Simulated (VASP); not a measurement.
An input for Ansatz (written as the equivalent of a VASP run, and not itself run):

Ansatz 0.2 input:
```yaml
crystal:
  lattice:
    - [4.6089997, 0.0000000, 0.0000000]
    - [-2.3044998, 3.9915109, 0.0000000]
    - [0.0000000, 0.0000000, 2.5459983]
  atoms:
    - { symbol: Mo, position: [0.0000000, 0.0000000, 0.0000000] }
    - { symbol: Mo, position: [0.3333330, 0.6666670, 0.5000000] }
    - { symbol: Mo, position: [0.6666670, 0.3333330, 0.5000000] }
kpoints:
  mp_grid: { grid: [7, 7, 11] }
hamiltonian:
  xc: r2scan
  pseudopotentials: { kind: paw }
scf:
  occupations: { method: methfessel_paxton, width: 0.1 }
  max_iter: 100
relax:
  max_steps: 60
  f_tol: 0.02
  cell: {}
output: { forces: true, stress: true, eigenvalues: true }
```

Question: Write the VASP files for the same calculation (r2SCAN).

Answer: This is not unique; one that fits is 
**INCAR**
```
SYSTEM = Mo
PREC = Accurate
ENCUT = 400
EDIFF = 1E-6
NELM = 100
ALGO = Normal
LREAL = .FALSE.
LASPH = .TRUE.
ISMEAR = 1
SIGMA = 0.1
METAGGA = R2SCAN
LMIXTAU = .TRUE.
LMAXMIX = 4
LWAVE = .FALSE.
LCHARG = .FALSE.
IBRION = 2
ISIF = 3
NSW = 60
EDIFFG = -0.02
```

File KPOINTS:
```
Automatic mesh
0
Gamma
7 7 11
0 0 0
```

**POSCAR**
```
Mo
1
    4.6089996509    -0.0000000000    -0.0000000000
   -2.3044998255     3.9915109276    -0.0000000000
   -0.0000000000     0.0000000000     2.5459983088
Mo
3
Direct
  0.0000000000   0.0000000000   0.0000000000
  0.3333330000   0.6666670000   0.5000000000
  0.6666670000   0.3333330000   0.5000000000
```

POTCAR, in this order: Mo_sv (PBE.64 set). Program: vasp_std.

The two are equivalent in intent, not identical: each code has its own PAW files, so the cut-off isn't converted (ENCUT is set for VASP's; basis.ecutwfc is left out, and Ansatz then takes the one that its files recommend); Ansatz stops its SCF on the density residual and VASP on the energy change (EDIFF).

The structure was generated: Mo was put into the omega type (P6/mmm), which need not be its known phase. This run relaxes it. Symmetry was kept, so distortions that lower it aren't found. The start is the result of an earlier pass.
